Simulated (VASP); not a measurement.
Output of a VASP run:

### OUTCAR
```
 ion  position               nearest neighbor table
   1  0.333  0.667  0.250-   4 2.68   5 2.68   4 2.68   5 2.68   4 2.68   5 2.68
   2  0.667  0.333  0.750-   3 2.68   6 2.68   3 2.68   6 2.68   3 2.68   6 2.68
   3  0.333  0.667  0.586-   8 1.99   8 1.99   8 1.99   2 2.68   2 2.68   2 2.68   4 2.78   4 2.78
                             4 2.78
   4  0.667  0.333  0.414-   8 1.99   8 1.99   8 1.99   1 2.68   1 2.68   1 2.68   3 2.78   3 2.78
                             3 2.78
   5  0.667  0.333  0.086-   7 1.99   7 1.99   7 1.99   1 2.68   1 2.68   1 2.68   6 2.78   6 2.78
                             6 2.78
   6  0.333  0.667  0.914-   7 1.99   7 1.99   7 1.99   2 2.68   2 2.68   2 2.68   5 2.78   5 2.78
                             5 2.78
   7  0.000  0.000  0.000-   5 1.99   6 1.99   5 1.99   6 1.99   5 1.99   6 1.99
   8  0.000  0.000  0.500-   3 1.99   4 1.99   4 1.99   3 1.99   4 1.99   3 1.99
  LATTYP: Found a hexagonal cell.
 ALAT       =     2.8523710000
 C/A-ratio  =     4.5383090068
 Subroutine PRICEL returns:
 Original cell was already a primitive cell.
 Subroutine GETGRP returns: Found 24 space group operations
The static configuration has the point symmetry D_3d.
 The point group associated with its full space group is D_6h.
The dynamic configuration has the point symmetry D_3d.
 Subroutine INISYM returns: Found 24 space group operations
 Subroutine IBZKPT returns following result:
 Found     38 irreducible k-points:

 Following reciprocal coordinates:
            Coordinates               Weight
  0.000000  0.000000  0.000000      1.000000
  0.083333 -0.000000  0.000000      6.000000
  0.166667  0.000000  0.000000      6.000000
  0.250000  0.000000  0.000000      6.000000
  0.333333  0.000000  0.000000      6.000000
  0.416667  0.000000  0.000000      6.000000
  0.500000  0.000000  0.000000      3.000000
  0.083333  0.083333  0.000000      6.000000
  0.166667  0.083333  0.000000     12.000000
  0.250000  0.083333  0.000000     12.000000
  0.333333  0.083333  0.000000     12.000000
  0.416667  0.083333  0.000000     12.000000
  0.166667  0.166667  0.000000      6.000000
  0.250000  0.166667  0.000000     12.000000
  0.333333  0.166667  0.000000     12.000000
  0.416667  0.166667  0.000000      6.000000
  0.250000  0.250000  0.000000      6.000000
  0.333333  0.250000  0.000000     12.000000
  0.333333  0.333333  0.000000      2.000000
  0.000000  0.000000  0.333333      2.000000
  0.083333 -0.000000  0.333333     12.000000
  0.166667  0.000000  0.333333     12.000000
  0.250000  0.000000  0.333333     12.000000
  0.333333  0.000000  0.333333     12.000000
  0.416667  0.000000  0.333333     12.000000
  0.500000  0.000000  0.333333      6.000000
  0.083333  0.083333  0.333333     12.000000
  0.166667  0.083333  0.333333     24.000000
  0.250000  0.083333  0.333333     24.000000
  0.333333  0.083333  0.333333     24.000000
  0.416667  0.083333  0.333333     24.000000
  0.166667  0.166667  0.333333     12.000000
  0.250000  0.166667  0.333333     24.000000
  0.333333  0.166667  0.333333     24.000000
  0.416667  0.166667  0.333333     12.000000
  0.250000  0.250000  0.333333     12.000000
  0.333333  0.250000  0.333333     24.000000
  0.333333  0.333333  0.333333      4.000000
   k-points           NKPTS =     38   k-points in BZ     NKDIM =     38   number of bands    NBANDS=     39
   number of dos      NEDOS =    301   number of ions     NIONS =      8
   total plane-waves  NPLWV =  33600
   dimension x,y,z NGX =    20 NGY =   20 NGZ =   84
   dimension x,y,z NGXF=    40 NGYF=   40 NGZF=  168
   ions per type =               2   4   2
   PREC   = accura    normal or accurate (medium, high low for compatibility)
   ISTART =      0    job   : 0-new  1-cont  2-samecut
   ICHARG =      2    charge: 1-file 2-atom 10-const
   ISPIN  =      1    spin polarized calculation?
   LNONCOLLINEAR =      F non collinear calculations
   LSORBIT =      F    spin-orbit coupling
   INIWAV =      1    electr: 0-lowe 1-rand  2-diag
   ENCUT  =  400.0 eV  29.40 Ry    5.42 a.u.   4.65  4.65 21.11*2*pi/ulx,y,z
...
```

OSZICAR:
```
       N       E                     dE             d eps       ncg     rms          rms(c)
DAV:   1     0.817767014866E+03    0.81777E+03   -0.33605E+04  3092   0.152E+03
DAV:   2    -0.100503728394E+02   -0.82782E+03   -0.81190E+03  3009   0.542E+02
DAV:   3    -0.801242933522E+02   -0.70074E+02   -0.68200E+02  4011   0.147E+02
DAV:   4    -0.824663012207E+02   -0.23420E+01   -0.23176E+01  3569   0.249E+01
DAV:   5    -0.825162331256E+02   -0.49932E-01   -0.49814E-01  3546   0.389E+00    0.600E+01
DAV:   6    -0.685356088773E+02    0.13981E+02   -0.19043E+02  3867   0.822E+01    0.124E+01
DAV:   7    -0.664873408590E+02    0.20483E+01   -0.39395E+01  3714   0.392E+01    0.138E+01
DAV:   8    -0.660023822524E+02    0.48496E+00   -0.35856E+00  3546   0.115E+01    0.286E+00
DAV:   9    -0.659846161124E+02    0.17766E-01   -0.21832E-01  3927   0.289E+00    0.555E-01
DAV:  10    -0.659827795184E+02    0.18366E-02   -0.26609E-02  3506   0.111E+00    0.195E-01
DAV:  11    -0.659827508256E+02    0.28693E-04   -0.93347E-04  3916   0.206E-01    0.391E-02
DAV:  12    -0.659827350899E+02    0.15736E-04   -0.10485E-04  3905   0.693E-02    0.103E-02
DAV:  13    -0.659827318670E+02    0.32230E-05   -0.69787E-06  3150   0.235E-02    0.516E-03
DAV:  14    -0.659827316778E+02    0.18919E-06   -0.22669E-06  2768   0.889E-03
   1 F= -.65982732E+02 E0= -.65960961E+02  d E =-.435404E-01
```

### OUTCAR
```
------------------------ aborting loop because EDIFF is reached ----------------------------------------
  FORCE on cell =-STRESS in cart. coord.  units (eV):
  Direction    XX          YY          ZZ          XY          YZ          ZX
  --------------------------------------------------------------------------------------
  Total        5.4108810      5.4108821      5.0984557     -0.0000011      0.0000000      0.0000000
  in kB       95.0464257     95.0464452     89.5584265     -0.0000192      0.0000000      0.0000000
  external PRESSURE =      93.2170991 kB  Pullay stress =       0.0000000 kB
  volume of cell :       91.21
      direct lattice vectors                 reciprocal lattice vectors
     2.852371000  0.000000000  0.000000000     0.350585530  0.202410701  0.000000000
    -1.426186000  2.470226000  0.000000000     0.000000000  0.404821259  0.000000000
     0.000000000  0.000000000 12.944941000     0.000000000  0.000000000  0.077250256
 POSITION                                       TOTAL-FORCE (eV/Angst)
 -----------------------------------------------------------------------------------
     -0.00000      1.64682      3.23624         0.000000      0.000000      0.000000
      1.42619      0.82341      9.70871        -0.000000      0.000000      0.000000
     -0.00000      1.64682      7.59065         0.000000      0.000000      0.255057
      1.42619      0.82341      5.35429        -0.000000     -0.000000     -0.255057
      1.42619      0.82341      1.11818        -0.000000      0.000000      0.255057
     -0.00000      1.64682     11.82676         0.000000      0.000000     -0.255057
      0.00000      0.00000      0.00000         0.000000      0.000000      0.000000
      0.00000      0.00000      6.47247         0.000000      0.000000      0.000000
 -----------------------------------------------------------------------------------
    total drift:                               -0.002058      0.000821     -0.000060
  FREE ENERGIE OF THE ION-ELECTRON SYSTEM (eV)
  ---------------------------------------------------
  free  energy   TOTEN  =       -65.9827316778 eV

  energy  without entropy=      -65.9391913133  energy(sigma->0) =      -65.96096150
```
(Selected blocks of OUTCAR.)

POSCAR:
```
AlV2C
1
    2.8523710000     0.0000000000     0.0000000000
   -1.4261860000     2.4702260000     0.0000000000
    0.0000000000     0.0000000000    12.9449410000
Al V C
2 4 2
Direct
  0.3333330000   0.6666670000   0.2500000000
  0.6666670000   0.3333330000   0.7500000000
  0.3333330000   0.6666670000   0.5863800000
  0.6666670000   0.3333330000   0.4136200000
  0.6666670000   0.3333330000   0.0863800000
  0.3333330000   0.6666670000   0.9136200000
  0.0000000000   0.0000000000   0.0000000000
  0.0000000000   0.0000000000   0.5000000000
```

**Question.** Write an INCAR and KPOINTS that could have produced this output.

**Answer.** This is not unique; one that fits is the input of the run itself, PBE GGA, plane waves, VASP's PBE PAW potentials (set 64).

File KPOINTS:
```
kpoints
0
gamma
  12 12 3
0 0 0
```

INCAR:
```
SYSTEM = AlV2C
PREC = Accurate
ENCUT = 400
EDIFF = 1E-6
NELM = 100
ALGO = Normal
LREAL = .FALSE.
LASPH = .TRUE.
ISMEAR = 0
SIGMA = 0.136
GGA = PE
LMAXMIX = 4
LWAVE = .FALSE.
LCHARG = .FALSE.
ISIF = 2
```

POTCAR, in this order: Al V_sv C (PBE.64 set). Program: vasp_std.

At this cut-off the stress carries a Pulay error, which pulls relaxed volumes low.

The structure comes from a computed database's AlV2C entry; how it stands against other phases isn't given here. The cell was not relaxed at this level. The run is not spin-polarised, so no magnetic state was tried.
